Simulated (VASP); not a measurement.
Crystal: LiF.

```
Li F
1.0
     0.00000    2.01000    2.01000
     2.01000    0.00000    2.01000
     2.01000    2.01000    0.00000
Li F
1 1
Direct
  0.00000 0.00000 0.00000
  0.50000 0.50000 0.50000
```

The cell was built by a generator and needn't be a form met in nature.

```yaml
Program: VASP 6.6.1
Task: relaxation of cell and atoms
Functional: r2SCAN
Potentials_or_basis: VASP PAW PBE potentials, release 64 (Li_sv, F)
Cutoff: 600 eV
k_mesh: 12 × 12 × 12
Occupations: gaussian, width 0.02 eV
Spin: no spin polarisation
```

At the start: pressure -2.9 GPa; volume 8.12 Å³/atom.

Q: How do energy, volume and symmetry change on relaxing?

A: Over 4 steps the energy falls by 2.7 meV/atom and the volume is 7.84 Å³/atom (-3.4 %); space group Fm-3m (No. 225, to 0.05 Å).

Step by step:
| step | energy change (eV) | largest force (eV/Å) | pressure (GPa) | volume (Å³) |
| --- | --- | --- | --- | --- |
| 1 | 0.0000 | 0.0000 | -2.86 | 16.24 |
| 2 | -0.0045 | 0.0000 | -1.22 | 15.90 |
| 3 | -0.0053 | 0.0000 | -0.32 | 15.74 |
| 4 | -0.0054 | 0.0000 | -0.01 | 15.69 |

Final structure:
```cif
data_structure
_symmetry_space_group_name_H-M 'P 1'
_symmetry_Int_Tables_number 1
_cell_length_a 2.8098
_cell_length_b 2.8098
_cell_length_c 2.8098
_cell_angle_alpha 60.000
_cell_angle_beta 60.000
_cell_angle_gamma 60.000
_cell_volume 15.69
loop_
_atom_site_label
_atom_site_type_symbol
_atom_site_fract_x
_atom_site_fract_y
_atom_site_fract_z
_atom_site_occupancy
Li1 Li 0.00000 0.00000 0.00000 1
F1 F 0.50000 0.50000 0.50000 1
```

Caveat: the cutoff is under 1.25 times the usual one of these potentials, so pressure, stress and relaxed cells hold a basis-set (Pulay) error; the PAW data sets were made with another functional, which shifts forces and pressure a little.
